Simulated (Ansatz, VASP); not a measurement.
# Ni (Ni(111)): VASP beside Ansatz, part 2 of 2

One calculation is typed for both programs; each brings its own data sets. How far apart do they land? The structure shown is the start of the Ansatz relaxation below; VASP solves that cell, so the two are compared at the walk's first step.

VASP 6.6.1 and Ansatz 0.2.0.

So far: Starting point; Ansatz: relaxation, PBE.

### Step 3. VASP: single point, PBE, start cell

Level of this step: PBE, spin-polarised from a ferromagnetic start; plane waves and PAW (Ni) (VASP).

The same cell, functional, mesh and smearing now go to VASP, with its own data sets.

Lines of VASP's logs that name or quote its potential files are left out, and so is its time.

INCAR

```
SYSTEM = Ni
PREC = Accurate
ENCUT = 520
EDIFF = 1E-06
NELM = 200
ISMEAR = -1
SIGMA = 0.1
LREAL = .FALSE.
ALGO = Normal
GGA = PE
NBANDS = 43
ISPIN = 2
MAGMOM = 0.7 0.7 0.66 0.66 0.7 0.71
LASPH = .TRUE.
LMAXMIX = 4
LORBIT = 11
LWAVE = .FALSE.
LCHARG = .FALSE.
ISIF = 2
LDIPOL = .TRUE.
IDIPOL = 3
DIPOL = 0.5 0.5 0.5
LVHAR = .TRUE.
GGA_COMPAT = .FALSE.
NELMDL = -8
KPAR = 2
```

POSCAR

```
Ni
1.0
    2.4890158698      0.0000000000      0.0000000000
    1.2445079349      2.1555509736      0.0000000000
    0.0000000000      0.0000000000     24.1613647377
Ni
6
Direct
    0.3333333575      0.3333333374      0.2897187339
    0.6666667149      0.6666666748      0.3738312425
    0.0000000000      0.0000000000      0.4579437511
    0.3333333575      0.3333333374      0.5420562597
    0.6666667149      0.6666666748      0.6261687684
    0.0000000000      0.0000000000      0.7102812770
```

KPOINTS

```
Automatic mesh
0
Gamma
14 14 1
0 0 0
```

The projector-augmented-wave data sets are Ni (PBE family, release 64).

On the command line:

```bash
$ mpirun -np 2 vasp_std
```

Numbers of over 12 decimals in the logs are rounded to 6 here.

Log:

```text
[banner, memory and clock lines left out]
running    2 mpi-ranks, on    1 nodes
 distrk:  each k-point on    1 cores,    2 groups
 distr:  one band on    1 cores,    1 groups

 POSCAR found type information on POSCAR Ni
 POSCAR found :  1 types and       6 ions
 LDA part: xc-table for (Slater+PW92), standard interpolation
 POSCAR, INCAR and KPOINTS ok, starting setup
 FFT: planning ... GRIDC
 FFT: planning ... GRID_SOFT
 FFT: planning ... GRID
 WAVECAR not read
 entering main loop
       N       E                     dE             d eps       ncg     rms          rms(c)
DAV:   1     0.441103156291E+03    0.44110E+03   -0.26987E+04  4128   0.168E+03
DAV:   2    -0.120351598170E+01   -0.44231E+03   -0.41926E+03  4128   0.344E+02
DAV:   3    -0.369177908082E+02   -0.35714E+02   -0.32955E+02  4395   0.133E+02
DAV:   4    -0.375761560407E+02   -0.65837E+00   -0.65667E+00  4492   0.199E+01
DAV:   5    -0.375911355575E+02   -0.14980E-01   -0.14979E-01  6232   0.197E+00
DAV:   6    -0.375912582459E+02   -0.12269E-03   -0.12269E-03  4962   0.201E-01
DAV:   7    -0.375912640395E+02   -0.57936E-05   -0.57936E-05  6139   0.349E-02
DAV:   8    -0.375912641097E+02   -0.70253E-07   -0.69867E-07  3098   0.455E-03    0.237E+01
DAV:   9    -0.411744494925E+02   -0.35832E+01   -0.74935E+01  4795   0.135E+02    0.349E+01
DAV:  10    -0.434360987052E+02   -0.22616E+01   -0.92086E+01  4940   0.147E+02    0.337E+01
DAV:  11    -0.485155554140E+02   -0.50795E+01   -0.95550E+01  6222   0.103E+02    0.437E+01
DAV:  12    -0.358186940914E+02    0.12697E+02   -0.50086E+01  6059   0.659E+01    0.334E+01
DAV:  13    -0.325513311820E+02    0.32674E+01   -0.28359E+01  4983   0.439E+01    0.159E+01
DAV:  14    -0.368225080223E+02   -0.42712E+01   -0.23399E+01  4662   0.823E+01    0.320E+01
[...]
DAV:  49    -0.317061881182E+02   -0.16660E-04   -0.11795E-06  2866   0.758E-03    0.141E-02
DAV:  50    -0.317061937261E+02   -0.56079E-05   -0.54771E-07  2799   0.596E-03    0.110E-02
DAV:  51    -0.317061962649E+02   -0.25389E-05   -0.12963E-07  2787   0.411E-03    0.111E-02
DAV:  52    -0.317062043302E+02   -0.80653E-05   -0.14293E-07  2766   0.352E-03    0.959E-03
DAV:  53    -0.317062097394E+02   -0.54092E-05   -0.15091E-07  2826   0.334E-03    0.750E-03
DAV:  54    -0.317062154047E+02   -0.56653E-05   -0.40704E-07  2777   0.493E-03    0.325E-03
DAV:  55    -0.317062182187E+02   -0.28140E-05   -0.17045E-07  2802   0.239E-03    0.190E-03
DAV:  56    -0.317062182860E+02   -0.67347E-07   -0.56009E-08  2683   0.156E-03
   1 F= -.31706218E+02 E0= -.31531795E+02  d E =-.348847E+00  mag=     3.8163
```

From OUTCAR (step 3):

```text
ion  position               nearest neighbor table
   1  0.333  0.333  0.290-   2 2.49   2 2.49   2 2.49
   2  0.667  0.667  0.374-   3 2.49   1 2.49   1 2.49   3 2.49   1 2.49   3 2.49
   3  0.000  0.000  0.458-   2 2.49   4 2.49   4 2.49   2 2.49   4 2.49   2 2.49
   4  0.333  0.333  0.542-   3 2.49   5 2.49   3 2.49   5 2.49   3 2.49   5 2.49
   5  0.667  0.667  0.626-   6 2.49   4 2.49   4 2.49   6 2.49   4 2.49   6 2.49
   6  0.000  0.000  0.710-   5 2.49   5 2.49   5 2.49

  LATTYP: Found a hexagonal cell.
 ALAT       =     2.4890158697
 C/A-ratio  =     9.7071959369

 Subroutine GETGRP returns: Found 12 space group operations
 (whereof  6 operations were pure point group operations)

The static configuration has the point symmetry C_3v.
 The point group associated with its full space group is D_3d.

 Found     24 irreducible k-points:

   k-points           NKPTS =     24   k-points in BZ     NKDIM =     24   number of bands    NBANDS=     43

   dimension x,y,z NGX =    20 NGY =   20 NGZ =  180
   dimension x,y,z NGXF=    40 NGYF=   40 NGZF=  360

   ENCUT  =  520.0 eV  38.22 Ry    6.18 a.u.   4.63  4.63 44.92*2*pi/ulx,y,z

   NELECT =      60.0000    total number of electrons

 k-points in reciprocal lattice and weights: Automatic mesh
   0.00000000  0.00000000  0.00000000       0.005
   0.07142857  0.00000000  0.00000000       0.031
   0.14285714 -0.00000000  0.00000000       0.031
   0.21428571  0.00000000  0.00000000       0.031
   0.28571429  0.00000000  0.00000000       0.031
   0.35714286 -0.00000000  0.00000000       0.031
   0.42857143  0.00000000  0.00000000       0.031
   0.50000000 -0.00000000  0.00000000       0.015
   0.14285714  0.07142857  0.00000000       0.031
[...]
-0.42857143  0.28571429  0.00000000       0.031
  -0.35714286  0.28571429  0.00000000       0.031

 dipolmoment           0.000000      0.000000      0.000005 electrons x Angstroem

 average (electrostatic) potential at core
       1 -88.8736       2 -89.1121       3 -89.1008       4 -89.1008       5 -89.1121
       6 -88.8736

 E-fermi :   2.2709

 spin component 1
 k-point     1 :       0.0000    0.0000    0.0000
  band No.  band energies     occupation
    ...
     32       1.5803      0.99900
     33       1.5803      0.99900
     34       1.6657      0.99765
     35       1.6657      0.99765
     36       1.9691      0.95338
     37       2.4382      0.15811
     38       7.0156      0.00000
     39       7.1826      0.00000
     40       8.6111      0.00000
     41       9.0354      0.00000
    ...

 k-point     2 :       0.0714    0.0000    0.0000
  band No.  band energies     occupation
    ...
     31       1.2944      0.99994
     32       1.3801      0.99986
     33       1.5815      0.99899
     34       1.6699      0.99755
     35       1.7054      0.99651
     36       2.5346      0.06679
     37       3.0772      0.00031
     38       7.1807      0.00000
     39       7.3250      0.00000
     40       8.7677      0.00000
    ...

 k-point     3 :       0.1429   -0.0000    0.0000
  band No.  band energies     occupation
    ...
     31       1.3842      0.99986
     32       1.5121      0.99949
     33       1.5840      0.99896
     34       1.6811      0.99726
     35       2.2501      0.55185
     36       3.3761      0.00002
     37       4.1624      0.00000
     38       7.6760      0.00000
     39       7.7422      0.00000
     40       9.2375      0.00000
    ...

 k-point     4 :       0.2143    0.0000    0.0000
  band No.  band energies     occupation
    ...
     30       1.2083      0.99998
     31       1.3885      0.99985
     32       1.5854      0.99895
     33       1.6950      0.99686
     34       1.8479      0.98566
     35       2.8961      0.00192
     36       4.3317      0.00000
     37       5.4317      0.00000
     38       8.4090      0.00000
     39       8.5005      0.00000
    ...

 k-point     5 :       0.2857    0.0000    0.0000
  band No.  band energies     occupation
    ...
     29       1.3167      0.99993
     30       1.3813      0.99986
     31       1.4246      0.99979
     32       1.5878      0.99892
     33       1.7080      0.99642
     34       2.2785      0.48109
     35       3.6608      0.00000
     36       5.3916      0.00000
     37       6.8495      0.00000
     38       9.2827      0.00000
    ...

 k-point     6 :       0.3571   -0.0000    0.0000
  band No.  band energies     occupation
    ...
     29       1.5633      0.99916
     30       1.5904      0.99889
     31       1.6256      0.99843
     32       1.7228      0.99585
     33       1.7593      0.99404
     34       2.9305      0.00136
     35       4.5743      0.00000
     36       6.4724      0.00000
     37       8.3428      0.00000
     38       9.7444      0.00000
    ...

  Total       -1.6293549     -1.6293549     -0.6390863      0.0000000      0.0000000      0.0000000
  in kB      -20.1381160    -20.1381160     -7.8988278      0.0000000      0.0000000      0.0000000
  external PRESSURE =     -16.0583533 kB  Pullay stress =       0.0000000 kB

  energy-cutoff  :      520.00
  volume of cell :      129.63
      direct lattice vectors                 reciprocal lattice vectors
     2.489015870  0.000000000  0.000000000     0.401765217 -0.231959256  0.000000000
     1.244507935  2.155550974  0.000000000     0.000000000  0.463918512  0.000000000
     0.000000000  0.000000000 24.161364738     0.000000000  0.000000000  0.041388391

 POSITION                                       TOTAL-FORCE (eV/Angst)
 -----------------------------------------------------------------------------------
      1.24451      0.71852      7.00000         0.000000      0.000000      0.141599
      2.48902      1.43703      9.03227        -0.000000     -0.000000     -0.125185
      0.00000      0.00000     11.06455        -0.000000     -0.000000     -0.021346
      1.24451      0.71852     13.09682         0.000000      0.000000      0.021720
      2.48902      1.43703     15.12909        -0.000000     -0.000000      0.124665
      0.00000      0.00000     17.16136         0.000000     -0.000000     -0.141452
 -----------------------------------------------------------------------------------
    total drift:                                0.000003      0.000000      0.001631

  FREE ENERGIE OF THE ION-ELECTRON SYSTEM (eV)
  ---------------------------------------------------
  free  energy   TOTEN  =       -31.7062182860 eV

  energy  without entropy=      -31.3573714465  energy(sigma->0) =      -31.53179487

 vacuum level on the upper side and lower side of the slab         7.319         7.319

 total charge
# of ion       s       p       d       tot
------------------------------------------
    1        0.488   0.379   8.304   9.170
    2        0.492   0.492   8.314   9.298
    3        0.497   0.496   8.314   9.307
    4        0.497   0.496   8.314   9.307
    5        0.492   0.492   8.314   9.298
    6        0.488   0.379   8.304   9.171
--------------------------------------------------
tot          2.953   2.733  49.864  55.550

 magnetization (x)
# of ion       s       p       d       tot
------------------------------------------
    1       -0.005  -0.023   0.697   0.669
    2       -0.007  -0.025   0.693   0.661
    3       -0.007  -0.025   0.653   0.621
    4       -0.007  -0.025   0.653   0.621
    5       -0.007  -0.025   0.693   0.661
    6       -0.005  -0.023   0.697   0.668
--------------------------------------------------
tot         -0.038  -0.146   4.085   3.901

[... 6 further parts left out ...]
```

The magnetic state follows from one typed start and may not be the lowest.

### Step 4. Side by side

Known differences besides the potentials themselves: VASP starts from the moments at which Ansatz ended; the data sets hold 108 valence electrons in Ansatz (on its default PAW (the set named soft_2) files) and 60 in VASP; the cutoff is 420 eV in Ansatz and 520 eV in VASP. Total energies have different zeros and are not compared.

Forces (eV/Å; atoms numbered as in POSCAR):

```
atom        Ansatz x, y, z          VASP x, y, z
 Ni1   0.000, 0.000, 0.142   0.000, 0.000, 0.142
 Ni2  0.000, 0.000, -0.125  0.000, 0.000, -0.125
 Ni3  0.000, 0.000, -0.022  0.000, 0.000, -0.021
 Ni4   0.000, 0.000, 0.022   0.000, 0.000, 0.022
 Ni5   0.000, 0.000, 0.125   0.000, 0.000, 0.125
 Ni6  0.000, 0.000, -0.142  0.000, 0.000, -0.141
```

The forces differ by 0.2 meV/Å r.m.s., which is 0.4 % of the r.m.s. force of 0.063 eV/Å (both taken over all components). Moments aren't recorded for both runs of this pair, so they may hold unlike magnetic states. With vacuum in the cell, a pressure given here is an average over mostly empty space and none of the material.

### Step 5. Summary of results

- r.m.s. force difference (single point, PBE, start cell): 0.23 meV/Å

**Reading.** The r.m.s. force difference is 0.23 meV/Å (single point, PBE, start cell), within the 12 meV/Å picked in this series as the mark of a large difference. The data sets hold unlike numbers of valence electrons (108 in Ansatz and 60 in VASP), so part of the differences comes from the potentials. 1 further run of this series is not shown here. How closely two codes agree says nothing of how well the functional describes the real material.

[Lines on the potential files, build, host, timing and source positions are cut from VASP's logs without a mark.]

[Logs are printed without paths, hosts, clocks, repeated set-up lines and the standing remarks that a program may print on its own settings, such as how far it seeks lower states.]

[Hosts, paths, dates, database ids (printed as entryN), source tags and the programs' standing remarks are cut or masked in the printed files.]
